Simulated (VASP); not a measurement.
Output of a VASP run:

OUTCAR:
```
 ion  position               nearest neighbor table
   1  0.000  0.000  0.000-   4 1.76   5 1.76   4 1.76   5 1.76   3 1.81   6 1.81
   2  0.500  0.500  0.500-   3 1.76   6 1.76   3 1.76   6 1.76   5 1.81   4 1.81
   3  0.306  0.306  0.000-   2 1.76   2 1.76   1 1.81
   4  0.806  0.194  0.500-   1 1.76   1 1.76   2 1.81
   5  0.194  0.806  0.500-   1 1.76   1 1.76   2 1.81
   6  0.694  0.694  0.000-   2 1.76   2 1.76   1 1.81
  LATTYP: Found a simple tetragonal cell.
 ALAT       =     4.1800000000
 C/A-ratio  =     0.6387559809
 Subroutine PRICEL returns:
 Original cell was already a primitive cell.
 Subroutine GETGRP returns: Found 16 space group operations
The static configuration has the point symmetry D_2h.
 The point group associated with its full space group is D_4h.
The dynamic configuration has the point symmetry D_2h.
 Subroutine INISYM returns: Found 16 space group operations
 Subroutine IBZKPT returns following result:
 Found     24 irreducible k-points:

 Following reciprocal coordinates:
            Coordinates               Weight
  0.000000  0.000000  0.000000      1.000000
  0.250000  0.000000  0.000000      4.000000
  0.500000  0.000000  0.000000      2.000000
  0.250000  0.250000  0.000000      4.000000
  0.500000  0.250000  0.000000      4.000000
  0.500000  0.500000  0.000000      1.000000
  0.000000  0.000000  0.166667      2.000000
  0.250000  0.000000  0.166667      8.000000
  0.500000  0.000000  0.166667      4.000000
  0.250000  0.250000  0.166667      8.000000
  0.500000  0.250000  0.166667      8.000000
  0.500000  0.500000  0.166667      2.000000
  0.000000  0.000000  0.333333      2.000000
  0.250000  0.000000  0.333333      8.000000
  0.500000  0.000000  0.333333      4.000000
  0.250000  0.250000  0.333333      8.000000
  0.500000  0.250000  0.333333      8.000000
  0.500000  0.500000  0.333333      2.000000
  0.000000  0.000000  0.500000      1.000000
  0.250000  0.000000  0.500000      4.000000
  0.500000  0.000000  0.500000      2.000000
  0.250000  0.250000  0.500000      4.000000
  0.500000  0.250000  0.500000      4.000000
  0.500000  0.500000  0.500000      1.000000
   k-points           NKPTS =     24   k-points in BZ     NKDIM =     24   number of bands    NBANDS=     20
   number of dos      NEDOS =    301   number of ions     NIONS =      6
   total plane-waves  NPLWV =  14112
   dimension x,y,z NGX =    28 NGY =   28 NGZ =   18
   dimension x,y,z NGXF=    56 NGYF=   56 NGZF=   36
   ions per type =               2   4
   PREC   = accura    normal or accurate (medium, high low for compatibility)
   ISTART =      0    job   : 0-new  1-cont  2-samecut
   ICHARG =      2    charge: 1-file 2-atom 10-const
   ISPIN  =      1    spin polarized calculation?
   LNONCOLLINEAR =      F non collinear calculations
   LSORBIT =      F    spin-orbit coupling
   INIWAV =      1    electr: 0-lowe 1-rand  2-diag
   ENCUT  =  400.0 eV  29.40 Ry    5.42 a.u.   6.82  6.82  4.35*2*pi/ulx,y,z
   NELM   =    100;   NELMIN=  2; NELMDL= -5     # of ELM steps
   EDIFF  = 0.1E-05   stopping-criterion for ELM
   LREAL  =      F    real-space projection
   NLSPLINE    = F    spline interpolate recip. space projectors
   LMAXMIX     =    2 max onsite mixed and CHGCAR
   VOSKOWN=      0    Vosko Wilk Nusair interpolation
   EDIFFG = 0.1E-04   stopping-criterion for IOM
   NSW    =      0    number of steps for IOM
   NBLOCK =      1;   KBLOCK =      1    inner block; outer block
   IBRION =     -1    ionic relax: 0-MD 1-quasi-New 2-CG
   NFREE  =      0    steps in history (QN), initial steepest desc. (CG)
   ISIF   =      2    stress and relaxation
   ISYM   =      2    0-nonsym 1-usesym 2-fastsym
   TEIN   =    0.0    initial temperature
   TEBEG  =    0.0;   TEEND  =   0.0 temperature during run
   SMASS  =  -3.00    Nose mass-parameter (am)
   PSTRESS=    0.0 pullay stress
   NELECT =      32.0000    total number of electrons
   EFERMI =   0.00;   METHOD = LEGACY
   ISMEAR =    -1;   SIGMA  =   0.01  broadening in eV -4-tet -1-fermi 0-gaus
...
```

### OSZICAR
```
       N       E                     dE             d eps       ncg     rms          rms(c)
DAV:   1     0.138687675454E+03    0.13869E+03   -0.15759E+04   968   0.124E+03
DAV:   2    -0.452906015767E+02   -0.18398E+03   -0.17656E+03  1252   0.295E+02
DAV:   3    -0.508099996682E+02   -0.55194E+01   -0.55044E+01  1152   0.552E+01
DAV:   4    -0.508540145880E+02   -0.44015E-01   -0.43879E-01  1148   0.544E+00
DAV:   5    -0.508545479728E+02   -0.53338E-03   -0.53326E-03  1124   0.556E-01    0.174E+01
DAV:   6    -0.463062449726E+02    0.45483E+01   -0.17334E+01  1068   0.292E+01    0.793E+00
DAV:   7    -0.463163414380E+02   -0.10096E-01   -0.56940E-01  1136   0.521E+00    0.298E+00
DAV:   8    -0.463297687607E+02   -0.13427E-01   -0.20172E-02  1088   0.137E+00    0.108E+00
DAV:   9    -0.463358633195E+02   -0.60946E-02   -0.79384E-03  1120   0.916E-01    0.271E-01
DAV:  10    -0.463360843881E+02   -0.22107E-03   -0.49616E-04  1120   0.190E-01    0.365E-02
DAV:  11    -0.463360638937E+02    0.20494E-04   -0.10255E-04  1112   0.756E-02    0.578E-03
DAV:  12    -0.463360650819E+02   -0.11882E-05   -0.64466E-06  1092   0.195E-02    0.434E-03
DAV:  13    -0.463360649794E+02    0.10249E-06   -0.85073E-07   644   0.755E-03
   1 F= -.46336065E+02 E0= -.46336065E+02  d E =-.134891E-11
```

OUTCAR:
```
------------------------ aborting loop because EDIFF is reached ----------------------------------------
  FORCE on cell =-STRESS in cart. coord.  units (eV):
  Direction    XX          YY          ZZ          XY          YZ          ZX
  --------------------------------------------------------------------------------------
  Total        0.3499497      0.3499497      0.8955387     -0.0000000      0.0000000      0.0000000
  in kB       12.0185592     12.0185592     30.7560903     -0.0000000      0.0000000      0.0000000
  external PRESSURE =      18.2644029 kB  Pullay stress =       0.0000000 kB
  volume of cell :       46.65
      direct lattice vectors                 reciprocal lattice vectors
     4.180000000  0.000000000  0.000000000     0.239234450  0.000000000  0.000000000
     0.000000000  4.180000000  0.000000000     0.000000000  0.239234450  0.000000000
     0.000000000  0.000000000  2.670000000     0.000000000  0.000000000  0.374531835
 POSITION                                       TOTAL-FORCE (eV/Angst)
 -----------------------------------------------------------------------------------
      0.00000      0.00000      0.00000         0.000000     -0.000000      0.000000
      2.09000      2.09000      1.33500         0.000000     -0.000000      0.000000
      1.27908      1.27908      0.00000        -0.055183     -0.055183     -0.000000
      3.36908      0.81092      1.33500        -0.055183      0.055183      0.000000
      0.81092      3.36908      1.33500         0.055183     -0.055183     -0.000000
      2.90092      2.90092      0.00000         0.055183      0.055183      0.000000
 -----------------------------------------------------------------------------------
    total drift:                                0.000000      0.000000     -0.000000
  FREE ENERGIE OF THE ION-ELECTRON SYSTEM (eV)
  ---------------------------------------------------
  free  energy   TOTEN  =       -46.3360649794 eV

  energy  without entropy=      -46.3360649794  energy(sigma->0) =      -46.33606498
```
(Selected blocks of OUTCAR.)

**POSCAR**
```
SiO2
1
    4.1800000000     0.0000000000     0.0000000000
    0.0000000000     4.1800000000     0.0000000000
    0.0000000000     0.0000000000     2.6700000000
Si O
2 4
Direct
  0.0000000000   0.0000000000   0.0000000000
  0.5000000000   0.5000000000   0.5000000000
  0.3060000000   0.3060000000   0.0000000000
  0.8060000000   0.1940000000   0.5000000000
  0.1940000000   0.8060000000   0.5000000000
  0.6940000000   0.6940000000   0.0000000000
```

Write an INCAR and KPOINTS that could have produced this output.

This is not unique; one that fits is the input of the run itself, PBE GGA, plane waves, VASP's PBE PAW potentials (set 64).

**KPOINTS**
```
Automatic mesh
0
Gamma
4 4 6
0 0 0
```

INCAR:
```
# general
SYSTEM  =  SiO2
PREC    =  Accurate
ENCUT   =  400
LREAL   =  .FALSE.   # projection in real space or not
LASPH   =  .TRUE.

# electronic loop
EDIFF   =  1E-6   # SCF stop (eV)
NELM    =  100
ALGO    =  Normal   # blocked Davidson

# smearing
ISMEAR  =  -1   # Fermi-Dirac
SIGMA   =  0.01   # width (eV)

# functional
GGA     =  PE   # PBE

# ions
ISIF    =  2   # forces and stress, cell fixed

# output
LWAVE   =  .FALSE.
LCHARG  =  .FALSE.
```

POTCAR, in this order: Si O (PBE.64 set). Program: vasp_std.

At this cut-off the stress carries a Pulay error, which pulls relaxed volumes low.

The structure is a typed SiO2 crystal. The cell was not relaxed at this level.
